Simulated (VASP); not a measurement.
A convergence study with VASP on CdS (zinc blende): one setting is varied, all else stays as given below, so the limit is that of these other settings.

```
CdS
1.0
    0.00000     2.91000     2.91000
    2.91000     0.00000     2.91000
    2.91000     2.91000     0.00000
Cd S
1 1
Direct
  0.00000   0.00000   0.00000
  0.25000   0.25000   0.25000
```

Method: PBEsol GGA, VASP's PBE PAW potentials (set 64) (plane waves; VASP). The tightest run used: 550 eV cut-off, 17×17×17 Γ-centred mesh, Gaussian smearing of 0.050 eV, potentials Cd S.

### Question
The settings run are 1×1×1 mesh; 2×2×2 mesh; 3×3×3 mesh; 4×4×4 mesh; 5×5×5 mesh; 6×6×6 mesh; 7×7×7 mesh; 8×8×8 mesh; 9×9×9 mesh; 10×10×10 mesh; 11×11×11 mesh; 12×12×12 mesh; 13×13×13 mesh; 14×14×14 mesh; 15×15×15 mesh; 16×16×16 mesh; 17×17×17 mesh. From which on does the stress (every component) stay within 0.5 GPa of the tightest run?

### Answer
From 4×4×4 mesh on: it is off by 0.18 there and by no more than 0.5 in any finer run, while 3×3×3 mesh is off by 0.78.
```json
[
 {"setting": "1×1×1 mesh", "E (eV/atom)": "2.1290", "pressure (GPa)": "39.46", "irreducible k-points": "1", "difference judged (GPa)": "38.93"},
 {"setting": "2×2×2 mesh", "E (eV/atom)": "-2.9042", "pressure (GPa)": "4.02", "irreducible k-points": "3", "difference judged (GPa)": "3.49"},
 {"setting": "3×3×3 mesh", "E (eV/atom)": "-3.3202", "pressure (GPa)": "1.31", "irreducible k-points": "4", "difference judged (GPa)": "0.78"},
 {"setting": "4×4×4 mesh", "E (eV/atom)": "-3.3878", "pressure (GPa)": "0.71", "irreducible k-points": "8", "difference judged (GPa)": "0.18"},
 {"setting": "5×5×5 mesh", "E (eV/atom)": "-3.4017", "pressure (GPa)": "0.57", "irreducible k-points": "10", "difference judged (GPa)": "0.04"},
 {"setting": "6×6×6 mesh", "E (eV/atom)": "-3.4051", "pressure (GPa)": "0.54", "irreducible k-points": "16", "difference judged (GPa)": "0.01"},
 {"setting": "7×7×7 mesh", "E (eV/atom)": "-3.4061", "pressure (GPa)": "0.53", "irreducible k-points": "20", "difference judged (GPa)": "0.00"},
 {"setting": "8×8×8 mesh", "E (eV/atom)": "-3.4064", "pressure (GPa)": "0.53", "irreducible k-points": "29", "difference judged (GPa)": "0.00"},
 {"setting": "9×9×9 mesh", "E (eV/atom)": "-3.4065", "pressure (GPa)": "0.53", "irreducible k-points": "35", "difference judged (GPa)": "0.00"},
 {"setting": "10×10×10 mesh", "E (eV/atom)": "-3.4065", "pressure (GPa)": "0.53", "irreducible k-points": "47", "difference judged (GPa)": "0.00"},
 {"setting": "11×11×11 mesh", "E (eV/atom)": "-3.4066", "pressure (GPa)": "0.53", "irreducible k-points": "56", "difference judged (GPa)": "0.00"},
 {"setting": "12×12×12 mesh", "E (eV/atom)": "-3.4066", "pressure (GPa)": "0.53", "irreducible k-points": "72", "difference judged (GPa)": "0.00"},
 {"setting": "13×13×13 mesh", "E (eV/atom)": "-3.4066", "pressure (GPa)": "0.53", "irreducible k-points": "84", "difference judged (GPa)": "0.00"},
 {"setting": "14×14×14 mesh", "E (eV/atom)": "-3.4066", "pressure (GPa)": "0.53", "irreducible k-points": "104", "difference judged (GPa)": "0.00"},
 {"setting": "15×15×15 mesh", "E (eV/atom)": "-3.4066", "pressure (GPa)": "0.53", "irreducible k-points": "120", "difference judged (GPa)": "0.00"},
 {"setting": "16×16×16 mesh", "E (eV/atom)": "-3.4066", "pressure (GPa)": "0.53", "irreducible k-points": "145", "difference judged (GPa)": "0.00"},
 {"setting": "17×17×17 mesh", "E (eV/atom)": "-3.4066", "pressure (GPa)": "0.53", "irreducible k-points": "165", "difference judged (GPa)": "0.00"}
]
```

Left out are rungs that failed or repeat a setting and relaxations that didn't move; long series are thinned to 24 rows.

The compound is CdS in the zinc blende structure, a metastable form; wurtzite is the usual one. The cell was not relaxed at this level.
